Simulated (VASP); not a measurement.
```yaml
crystal:
  lattice:
    - [0.00000, 8.16896, 8.16896]
    - [8.16896, 0.00000, 8.16896]
    - [8.16896, 8.16896, 0.00000]
  atoms:
    - { symbol: Zn, position: [0.00000, 0.00000, 0.00000] }
    - { symbol: Zn, position: [0.00000, 0.00000, 0.33333] }
    - { symbol: Zn, position: [0.00000, 0.00000, 0.66667] }
    - { symbol: Zn, position: [0.00000, 0.33333, 0.00000] }
    - { symbol: Zn, position: [0.00000, 0.33333, 0.33333] }
    - { symbol: Zn, position: [0.00000, 0.33333, 0.66667] }
    - { symbol: Zn, position: [0.00000, 0.66667, 0.00000] }
    - { symbol: Zn, position: [0.00000, 0.66667, 0.33333] }
    - { symbol: Zn, position: [0.00000, 0.66667, 0.66667] }
    - { symbol: Zn, position: [0.33333, 0.00000, 0.00000] }
    - { symbol: Zn, position: [0.33333, 0.00000, 0.33333] }
    - { symbol: Zn, position: [0.33333, 0.00000, 0.66667] }
    - { symbol: Zn, position: [0.33333, 0.33333, 0.00000] }
    - { symbol: Zn, position: [0.33333, 0.33333, 0.33333] }
    - { symbol: Zn, position: [0.33333, 0.33333, 0.66667] }
    - { symbol: Zn, position: [0.33333, 0.66667, 0.00000] }
    - { symbol: Zn, position: [0.33333, 0.66667, 0.33333] }
    - { symbol: Zn, position: [0.33333, 0.66667, 0.66667] }
    - { symbol: Zn, position: [0.66667, 0.00000, 0.00000] }
    - { symbol: Zn, position: [0.66667, 0.00000, 0.33333] }
    - { symbol: Zn, position: [0.66667, 0.00000, 0.66667] }
    - { symbol: Zn, position: [0.66667, 0.33333, 0.00000] }
    - { symbol: Zn, position: [0.66667, 0.33333, 0.33333] }
    - { symbol: Zn, position: [0.66667, 0.33333, 0.66667] }
    - { symbol: Zn, position: [0.66667, 0.66667, 0.00000] }
    - { symbol: Zn, position: [0.66667, 0.66667, 0.33333] }
    - { symbol: Zn, position: [0.66667, 0.66667, 0.66667] }
    - { symbol: S, position: [0.08333, 0.08333, 0.08333] }
    - { symbol: S, position: [0.08333, 0.08333, 0.41667] }
    - { symbol: S, position: [0.08333, 0.08333, 0.75000] }
    - { symbol: S, position: [0.08333, 0.41667, 0.08333] }
    - { symbol: S, position: [0.08333, 0.41667, 0.41667] }
    - { symbol: S, position: [0.08333, 0.41667, 0.75000] }
    - { symbol: S, position: [0.08333, 0.75000, 0.08333] }
    - { symbol: S, position: [0.08333, 0.75000, 0.41667] }
    - { symbol: S, position: [0.08333, 0.75000, 0.75000] }
    - { symbol: S, position: [0.41667, 0.08333, 0.08333] }
    - { symbol: S, position: [0.41667, 0.08333, 0.41667] }
    - { symbol: S, position: [0.41667, 0.08333, 0.75000] }
    - { symbol: S, position: [0.41667, 0.41667, 0.08333] }
    - { symbol: S, position: [0.41667, 0.41667, 0.41667] }
    - { symbol: S, position: [0.41667, 0.41667, 0.75000] }
    - { symbol: S, position: [0.41667, 0.75000, 0.08333] }
    - { symbol: S, position: [0.41667, 0.75000, 0.41667] }
    - { symbol: S, position: [0.41667, 0.75000, 0.75000] }
    - { symbol: S, position: [0.75000, 0.08333, 0.08333] }
    - { symbol: S, position: [0.75000, 0.08333, 0.41667] }
    - { symbol: S, position: [0.75000, 0.08333, 0.75000] }
    - { symbol: S, position: [0.75000, 0.41667, 0.08333] }
    - { symbol: S, position: [0.75000, 0.41667, 0.41667] }
    - { symbol: S, position: [0.75000, 0.41667, 0.75000] }
    - { symbol: S, position: [0.75000, 0.75000, 0.08333] }
    - { symbol: S, position: [0.75000, 0.75000, 0.41667] }
    - { symbol: S, position: [0.75000, 0.75000, 0.75000] }
```

Computed with PBE GGA, VASP's PBE PAW potentials (set 64) (plane waves; VASP). Run with PREC = Normal, LREAL = Auto, EDIFF = 1E-5, 400 eV cut-off, 1×1×1 Γ-centred mesh, Gaussian smearing of 0.050 eV, potentials Zn S.

The supercell is sampled at Γ alone, which is coarse: total energies, pressure and levels can be off, energies of defects by several tenths of an eV.

Predict the energy per atom (σ→0), pressure.

```
Quantity                        Value
---------------------  --------------
energy per atom (σ→0)  -3320 meV/atom
pressure                     1.09 GPa
```

Only differences to runs with the same potentials and settings are physical.

The cell is a supercell, built from a database entry that may be metastable or hypothetical.
